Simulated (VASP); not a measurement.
# CsSb6 (Pm-3m) in VASP: single point with PBE

Aim: the single point of CsSb6 with PBE.

Everything below comes from runs of VASP 6.6.1. Logs are shortened: lines on timing, memory, paths and dates and some standing lists are left out, and cuts for length are marked.

## (1) The cell of the first run

It takes space group Pm-3m (No. 221, cubic). The conventional cell has a = 7.383 Å, b = 7.383 Å, c = 7.383 Å, α = 90.00°, β = 90.00°, γ = 90.00°. Sb (site symmetry 4mm) has 5 Sb at 2.96 to 3.13 Å as nearest neighbours.

The cell was built by a generator and needn't be a form met in nature.

## (2) Single point, PBE (species swapped into the GdB6 type (Pm-3m, No. 221))

Input file INCAR:

```
SYSTEM = CsSb6
PREC = Accurate
ENCUT = 520
EDIFF = 1E-7
ISMEAR = 0
SIGMA = 0.1
LREAL = .False.
LASPH = .True.
NELM = 100
ALGO = Fast
ISIF = 2
LWAVE = .False.
LCHARG = .False.
GGA = PE
NBANDS = 28
```

Input file KPOINTS:

```
regular mesh
0
Gamma
  6 6 6
  0 0 0
```

Input file POSCAR:

```
CsSb6
1.0
    7.3828206974      0.0000000000      0.0000000000
    0.0000000000      7.3828206974      0.0000000000
    0.0000000000      0.0000000000      7.3828206974
Cs Sb
1 6
Direct
    0.0000000000      0.0000000000      0.0000000000
    0.2004265831      0.5000000000      0.5000000000
    0.5000000000      0.5000000000      0.7995734169
    0.5000000000      0.5000000000      0.2004265831
    0.5000000000      0.2004265831      0.5000000000
    0.5000000000      0.7995734169      0.5000000000
    0.7995734169      0.5000000000      0.5000000000
```

Potentials or basis: VASP PAW PBE potentials, release 64 (Cs_sv, Sb).

On the command line:

```
$ cat potpaw_PBE.64/Cs_sv/POTCAR potpaw_PBE.64/Sb/POTCAR > POTCAR
$ mpirun -np 1 vasp_std > vasp.out
```

OUTCAR:

```text
SYSTEM = CsSb6
   PREC = Accurate
   ENCUT = 520
   EDIFF = 1E-7
   ISMEAR = 0
   LREAL = .False.
   LASPH = .True.
   NELM = 100
   ISIF = 2
   GGA = PE

 ion  position               nearest neighbor table
   1  0.000  0.000  0.000-
   2  0.200  0.500  0.500-   7 2.96   4 3.13   5 3.13   6 3.13   3 3.13
   3  0.500  0.500  0.800-   4 2.96   2 3.13   5 3.13   6 3.13   7 3.13
   4  0.500  0.500  0.200-   3 2.96   2 3.13   5 3.13   6 3.13   7 3.13
   5  0.500  0.200  0.500-   6 2.96   3 3.13   4 3.13   2 3.13   7 3.13
   6  0.500  0.800  0.500-   5 2.96   3 3.13   4 3.13   2 3.13   7 3.13
   7  0.800  0.500  0.500-   2 2.96   3 3.13   4 3.13   5 3.13   6 3.13

  LATTYP: Found a simple cubic cell.
 ALAT       =     7.3828206974

  Lattice vectors:

 A1 = (   7.3828206974,   0.0000000000,   0.0000000000)
 A2 = (   0.0000000000,   7.3828206974,   0.0000000000)
 A3 = (   0.0000000000,   0.0000000000,   7.3828206974)

Analysis of symmetry for initial positions (statically):
=====================================================================
 Subroutine PRICEL returns:
 Original cell was already a primitive cell.

 Routine SETGRP: Setting up the symmetry group for a
 simple cubic supercell.

 Subroutine GETGRP returns: Found 48 space group operations
 (whereof 48 operations were pure point group operations)
 out of a pool of 48 trial point group operations.

The static configuration has the point symmetry O_h .

Analysis of symmetry for dynamics (positions and initial velocities):
=====================================================================
 Subroutine PRICEL returns:
 Original cell was already a primitive cell.

 Routine SETGRP: Setting up the symmetry group for a
 simple cubic supercell.

 Subroutine GETGRP returns: Found 48 space group operations
 (whereof 48 operations were pure point group operations)
 out of a pool of 48 trial point group operations.

The dynamic configuration has the point symmetry O_h .

 Subroutine INISYM returns: Found 48 space group operations
 (whereof 48 operations are pure point group operations),
 and found     1 'primitive' translations

----------------------------------------------------------------------------------------

                                     Primitive cell

  volume of cell :     402.4083

  direct lattice vectors                    reciprocal lattice vectors
     7.382820697  0.000000000  0.000000000     0.135449585  0.000000000  0.000000000
     0.000000000  7.382820697  0.000000000     0.000000000  0.135449585  0.000000000
     0.000000000  0.000000000  7.382820697     0.000000000  0.000000000  0.135449585

  length of vectors
     7.382820697  7.382820697  7.382820697     0.135449585  0.135449585  0.135449585

  position of ions in fractional coordinates (direct lattice)
     0.000000000  0.000000000  0.000000000
     0.200426583  0.500000000  0.500000000
     0.500000000  0.500000000  0.799573417
     0.500000000  0.500000000  0.200426583
     0.500000000  0.200426583  0.500000000
     0.500000000  0.799573417  0.500000000
     0.799573417  0.500000000  0.500000000

  ion indices of the primitive-cell ions
   primitive index   ion index
                 1           1
                 2           2
                 3           3
                 4           4
                 5           5
                 6           6
                 7           7

----------------------------------------------------------------------------------------

 KPOINTS: regular mesh

Automatic generation of k-mesh.
 Grid dimensions read from file:
 generate k-points for:    6    6    6

 Generating k-lattice:

  Cartesian coordinates                     Fractional coordinates (reciprocal lattice)
     0.022574931  0.000000000  0.000000000     0.166666667  0.000000000  0.000000000
     0.000000000  0.022574931  0.000000000     0.000000000  0.166666667  0.000000000
     0.000000000  0.000000000  0.022574931     0.000000000  0.000000000  0.166666667

  Length of vectors
     0.022574931  0.022574931  0.022574931

  Shift w.r.t. Gamma in fractional coordinates (k-lattice)
     0.000000000  0.000000000  0.000000000

 Subroutine IBZKPT returns following result:
 ===========================================

 Found     20 irreducible k-points:

 Following reciprocal coordinates:
            Coordinates               Weight
  0.000000  0.000000  0.000000      1.000000
  0.166667  0.000000  0.000000      6.000000
  0.333333  0.000000  0.000000      6.000000
  0.500000  0.000000  0.000000      3.000000
  0.166667  0.166667  0.000000     12.000000
  0.333333  0.166667  0.000000     24.000000
[... 12 lines left out ...]
  0.500000  0.500000  0.333333      6.000000
  0.500000  0.500000  0.500000      1.000000
   k-points           NKPTS =     20   k-points in BZ     NKDIM =     20   number of bands    NBANDS=     28
   number of dos      NEDOS =    301   number of ions     NIONS =      7
   total plane-waves  NPLWV = 175616
   dimension x,y,z NGX =    56 NGY =   56 NGZ =   56
   dimension x,y,z NGXF=   112 NGYF=  112 NGZF=  112
   ions per type =               1   6
   NGX,Y,Z   is equivalent  to a cutoff of  12.61, 12.61, 12.61 a.u.
   NGXF,Y,Z  is equivalent  to a cutoff of  25.22, 25.22, 25.22 a.u.
 SYSTEM =  CsSb6
   PREC   = accura    normal or accurate (medium, high low for compatibility)
   ISTART =      0    job   : 0-new  1-cont  2-samecut
   ICHARG =      2    charge: 1-file 2-atom 10-const
   ISPIN  =      1    spin polarized calculation?
   LNONCOLLINEAR =      F non collinear calculations
   LSORBIT =      F    spin-orbit coupling
   LASPH  =      T    aspherical Exc in radial PAW
   ENCUT  =  520.0 eV  38.22 Ry    6.18 a.u.  13.73 13.73 13.73*2*pi/ulx,y,z
   NELM   =    100;   NELMIN=  2; NELMDL= -5     # of ELM steps
   EDIFF  = 0.1E-06   stopping-criterion for ELM
   LREAL  =      F    real-space projection
   EDIFFG = 0.1E-05   stopping-criterion for IOM
   NSW    =      0    number of steps for IOM
   IBRION =     -1    ionic relax: 0-MD 1-quasi-New 2-CG
   NFREE  =      0    steps in history (QN), initial steepest desc. (CG)
   ISIF   =      2    stress and relaxation
   ISYM   =      2    0-nonsym 1-usesym 2-fastsym
   POTIM  = 0.5000    time-step for ionic-motion
   TEBEG  =    0.0;   TEEND  =   0.0 temperature during run
   PSTRESS=    0.0 pullay stress
   NELECT =      39.0000    total number of electrons
   NUPDOWN=      -1.0000    fix difference up-down
   EMIN   =  10.00;   EMAX   =-10.00  energy-range for DOS
   EFERMI =   0.00;   METHOD = LEGACY
   ISMEAR =     0;   SIGMA  =   0.10  broadening in eV -4-tet -1-fermi 0-gaus
   EFERMI_NEDOS =   21; number of points for ismear=-14 and -15
   IALGO  =     68    algorithm
   IMIX   =      4    mixing-type and parameters
     AMIX     =   0.40;   BMIX     =  1.00
     AMIX_MAG =   1.60;   BMIX_MAG =  1.00
  volume/ion in A,a.u.               =      57.49       387.94
  Fermi-wavevector in a.u.,A,eV,Ry     =   0.751982  1.421040  7.693778  0.565477
  Thomas-Fermi vector in A             =   1.849088
   LORBIT       =      0    0 simple, 1 ext, 2 COOP (PROOUT), +10 PAW based schemes
   GGA     = PE    functional components
   LHFCALC =     F    Hartree Fock is set to
   AEXX    =    0.0000 exact exchange contribution
   IVDW    =     0    specifies the selected vdW correction
   LEPSILON=     F    determine dielectric tensor
   LRPA    =     F    only Hartree local field effects (RPA)
 non-spin polarized calculation
 RMM-DIIS sequential band-by-band and
 Gauss-broadening in eV      SIGMA  =   0.10
  energy-cutoff  :      520.00
  volume of cell :      402.41
 maximum number of plane-waves:     10875
 NGX is ok and might be reduce to    56
   NGX = 27   NGY = 27   NGZ = 27

 number of electron      38.9999998 magnetization

 Free energy of the ion-electron system (eV)
  ---------------------------------------------------
  ext. energy  EPLUGINS =         0.00000000
  ---------------------------------------------------
  free energy    TOTEN  =       -23.54131683 eV

  energy without entropy =      -23.51591802  energy(sigma->0) =      -23.52861742

 E-fermi :   2.1301     XC(G=0):  -6.5606

 val. band max:        2.0994063269   @ k =   0.5000   0.3333   0.3333
 cond. band min:       2.1347174216   @ k =   0.3333   0.1667   0.1667
 fundamental gap:      0.0353110948
 Fermi energy:         2.1300608727

 k-point     1 :       0.0000    0.0000    0.0000
  band No.  band energies     occupation
      1     -21.4171      2.00000
      2      -9.6317      2.00000
      3      -8.1695      2.00000
      4      -8.1695      2.00000
      5      -8.1695      2.00000
      6      -6.7196      2.00000
[... 20 lines left out ...]
     27       4.7876      0.00000
     28       4.7876      0.00000

 k-point     2 :       0.1667    0.0000    0.0000
  band No.  band energies     occupation
      1     -21.4171      2.00000
      2      -9.5993      2.00000
      3      -8.1697      2.00000
      4      -8.1694      2.00000
      5      -8.1694      2.00000
      6      -7.1650      2.00000
[... 20 lines left out ...]
     27       4.9694      0.00000
     28       5.4230      0.00000

 k-point     3 :       0.3333    0.0000    0.0000
  band No.  band energies     occupation
      1     -21.4171      2.00000
      2      -9.5268      2.00000
      3      -8.1696      2.00000
      4      -8.1691      2.00000
      5      -8.1691      2.00000
      6      -7.5793      2.00000
[... 492 lines left out ...]
      3      -8.1719      2.00000
      4      -8.1719      2.00000
      5      -8.1702      2.00000
      6      -7.7291      2.00000
[... 20 lines left out ...]
     27       4.0046      0.00000
     28       5.4546      0.00000

 k-point    20 :       0.5000    0.5000    0.5000
  band No.  band energies     occupation
      1     -21.4171      2.00000
      2      -9.0827      2.00000
      3      -8.1707      2.00000
      4      -8.1707      2.00000
      5      -8.1707      2.00000
      6      -7.7291      2.00000
[... 20 lines left out ...]
     27       3.9061      0.00000
     28       5.6742      0.00000

------------------------ aborting loop because EDIFF is reached ----------------------------------------

  FORCE on cell =-STRESS in cart. coord.  units (eV):
  Direction    XX          YY          ZZ          XY          YZ          ZX
  --------------------------------------------------------------------------------------
  -------------------------------------------------------------------------------------
  Total        0.0630531      0.0630531      0.0630531     -0.0000000      0.0000000     -0.0000000
  in kB        0.2510442      0.2510442      0.2510442     -0.0000000      0.0000000     -0.0000000
  external PRESSURE =       0.2510442 kB  Pullay stress =       0.0000000 kB

 VOLUME and BASIS-vectors are now :
 -----------------------------------------------------------------------------
  energy-cutoff  :      520.00
  volume of cell :      402.41
      direct lattice vectors                 reciprocal lattice vectors
     7.382820697  0.000000000  0.000000000     0.135449585  0.000000000  0.000000000
     0.000000000  7.382820697  0.000000000     0.000000000  0.135449585  0.000000000
     0.000000000  0.000000000  7.382820697     0.000000000  0.000000000  0.135449585

 POSITION                                       TOTAL-FORCE (eV/Angst)
 -----------------------------------------------------------------------------------
      0.00000      0.00000      0.00000         0.000000     -0.000000      0.000000
      1.47971      3.69141      3.69141        -0.014631     -0.000000      0.000000
      3.69141      3.69141      5.90311         0.000000     -0.000000      0.014631
      3.69141      3.69141      1.47971         0.000000     -0.000000     -0.014631
      3.69141      1.47971      3.69141         0.000000     -0.014631     -0.000000
      3.69141      5.90311      3.69141         0.000000      0.014631      0.000000
      5.90311      3.69141      3.69141         0.014631     -0.000000      0.000000
 -----------------------------------------------------------------------------------
    total drift:                               -0.000000     -0.000000     -0.000000

  FREE ENERGIE OF THE ION-ELECTRON SYSTEM (eV)
  ---------------------------------------------------
  free  energy   TOTEN  =       -23.5413168273 eV

  energy  without entropy=      -23.5159180153  energy(sigma->0) =      -23.52861742
```

Run time: 3.1 min. Hardware: 1 thread of Intel Xeon Platinum 8375C at 2.90GHz (Ice Lake), shared host; peak memory 0.54 GiB.

Results:

| Quantity | Value |
| --- | --- |
| Free energy | -23.5413 eV |
| Pressure | 0.0 GPa |
| Largest force | 0.015 eV/Å |
| Band gap on the k mesh | none (metal or under the smearing width) |

Forces on the atoms (eV/Å):
```
Cs   0.000  0.000  0.000
Sb  -0.015  0.000  0.000
Sb   0.000  0.000  0.015
Sb   0.000  0.000 -0.015
Sb   0.000 -0.015  0.000
Sb   0.000  0.015  0.000
Sb   0.015  0.000  0.000
```

The run has no spin-orbit coupling, so splittings on Cs, Sb are missing.
